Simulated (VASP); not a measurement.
Method: PBEsol GGA, VASP's PBE PAW potentials (set 64) (plane waves; VASP).

VASP input:

### INCAR
```
# general
SYSTEM   =  Ge
PREC     =  Accurate
ENCUT    =  480   # plane-wave cut-off (eV)
LREAL    =  .FALSE.
LASPH    =  .TRUE.

# electronic loop
EDIFF    =  1E-7
NELM     =  100
ALGO     =  Normal   # blocked Davidson
LMAXMIX  =  4   # l cut-off of mixed one-centre charges

# smearing
ISMEAR   =  1
SIGMA    =  0.1

# functional
GGA      =  PS

# ions
IBRION   =  2   # conjugate gradients
NSW      =  30
ISIF     =  2
EDIFFG   =  -0.01   # ionic stop

# output
LWAVE    =  .FALSE.
LCHARG   =  .FALSE.
```

**KPOINTS**
```
Automatic mesh
0
Gamma
10 10 10
0 0 0
```

File POSCAR:
```
Ge
1.0
  0.0000000000   2.8461068409   2.8461068409
  2.8461068409   0.0000000000   2.8461068409
  2.8461068409   2.8461068409   0.0000000000
Ge
2
Cartesian
  0.0000000000   0.0000000000   0.0000000000
  1.4230534205   1.4230534205   1.4230534205
```

POTCAR, in this order: Ge_d (PBE.64 set). Program: vasp_std.

The resulting files:

**OSZICAR**
```
       N       E                     dE             d eps       ncg     rms          rms(c)
DAV:   1     0.158771678556E+03    0.15877E+03   -0.14858E+04  1742   0.402E+03
DAV:   2     0.102089408020E+02   -0.14856E+03   -0.14602E+03  1700   0.528E+02
DAV:   3    -0.939213472242E+01   -0.19601E+02   -0.19492E+02  1820   0.144E+02
DAV:   4    -0.100044003586E+02   -0.61227E+00   -0.61034E+00  1942   0.299E+01
DAV:   5    -0.100145473161E+02   -0.10147E-01   -0.10144E-01  1908   0.391E+00    0.319E+00
DAV:   6    -0.991856694960E+01    0.95980E-01   -0.37902E-02  2050   0.267E+00    0.183E+00
DAV:   7    -0.986876395661E+01    0.49803E-01   -0.70914E-02  1764   0.285E+00    0.161E-01
DAV:   8    -0.986982598127E+01   -0.10620E-02   -0.82960E-03  1896   0.151E+00    0.479E-02
DAV:   9    -0.986990979946E+01   -0.83818E-04   -0.34538E-04  2064   0.340E-01    0.162E-02
DAV:  10    -0.986992648518E+01   -0.16686E-04   -0.30624E-05  1898   0.603E-02    0.549E-03
DAV:  11    -0.986992794026E+01   -0.14551E-05   -0.27289E-06  2058   0.177E-02    0.160E-03
DAV:  12    -0.986992773989E+01    0.20037E-06   -0.74540E-07  2020   0.171E-02    0.288E-04
DAV:  13    -0.986992768930E+01    0.50591E-07   -0.14371E-08   960   0.196E-03
   1 F= -.98699277E+01 E0= -.98699316E+01  d E =-.986993E+01
```

**OUTCAR**
```
------------------------ aborting loop because EDIFF is reached ----------------------------------------
  FORCE on cell =-STRESS in cart. coord.  units (eV):
  Direction    XX          YY          ZZ          XY          YZ          ZX
  --------------------------------------------------------------------------------------
  Total       -0.2346127     -0.2346127     -0.2346127     -0.0000000      0.0000000     -0.0000000
  in kB       -8.1522675     -8.1522675     -8.1522675     -0.0000000      0.0000000     -0.0000000
  external PRESSURE =      -8.1522675 kB  Pullay stress =       0.0000000 kB
  volume of cell :       46.11
      direct lattice vectors                 reciprocal lattice vectors
     0.000000000  2.846106841  2.846106841    -0.175678577  0.175678577  0.175678577
     2.846106841  0.000000000  2.846106841     0.175678577 -0.175678577  0.175678577
     2.846106841  2.846106841  0.000000000     0.175678577  0.175678577 -0.175678577
 POSITION                                       TOTAL-FORCE (eV/Angst)
 -----------------------------------------------------------------------------------
      0.00000      0.00000      0.00000         0.000000      0.000000      0.000000
      1.42305      1.42305      1.42305        -0.000000     -0.000000     -0.000000
 -----------------------------------------------------------------------------------
    total drift:                                0.000000      0.000000      0.000000
  FREE ENERGIE OF THE ION-ELECTRON SYSTEM (eV)
  ---------------------------------------------------
  free  energy   TOTEN  =        -9.8699276893 eV

  energy  without entropy=       -9.8699395249  energy(sigma->0) =       -9.86993163

 reached required accuracy - stopping structural energy minimisation
```
(Selected blocks of OUTCAR.)

OUTCAR:
```
 val. band max:        4.6864787261   @ k =   0.0000   0.0000   0.0000

 cond. band min:       4.7541870696   @ k =   0.5000   0.0000   0.0000


 Fermi energy:         4.6983407547

 k-point     1 :       0.0000    0.0000    0.0000
  band No.  band energies     occupation
      1     -20.0521      2.00000
      2     -20.0521      2.00000
      3     -20.0521      2.00000
      4     -20.0171      2.00000
      5     -20.0171      2.00000
      6     -19.8147      2.00000
      7     -19.8147      2.00000
      8     -19.8147      2.00000
      9     -19.8025      2.00000
     10     -19.8025      2.00000
     11      -7.9723      2.00000
     12       4.5155      2.02676
     13       4.6865      1.19936
     14       4.6865      1.19921
     15       4.6865      1.19921
     16       7.2104      0.00000
     17       7.2105      0.00000
     18       7.2105      0.00000

 k-point     2 :       0.1000    0.0000    0.0000
  band No.  band energies     occupation
      1     -20.0577      2.00000
      2     -20.0577      2.00000
      3     -20.0506      2.00000
      4     -20.0095      2.00000
      5     -20.0095      2.00000
      6     -19.8234      2.00000
      7     -19.8234      2.00000
      8     -19.8165      2.00000
      9     -19.7951      2.00000
     10     -19.7951      2.00000
     11      -7.8521      2.00000
     12       2.7696      2.00000
     13       4.4604      2.00390
     14       4.4604      2.00390
     15       5.5901     -0.00000
     16       7.5132      0.00000
     17       7.5132      0.00000
     18       7.7533      0.00000

 k-point     3 :       0.2000    0.0000    0.0000
  band No.  band energies     occupation
      1     -20.0663      2.00000
      2     -20.0663      2.00000
      3     -20.0464      2.00000
      4     -19.9959      2.00000
      5     -19.9959      2.00000
      6     -19.8351      2.00000
      7     -19.8351      2.00000
      8     -19.8214      2.00000
      9     -19.7861      2.00000
...
```

The compound is Ge in the diamond structure. This cell was strained or had an atom moved on purpose.
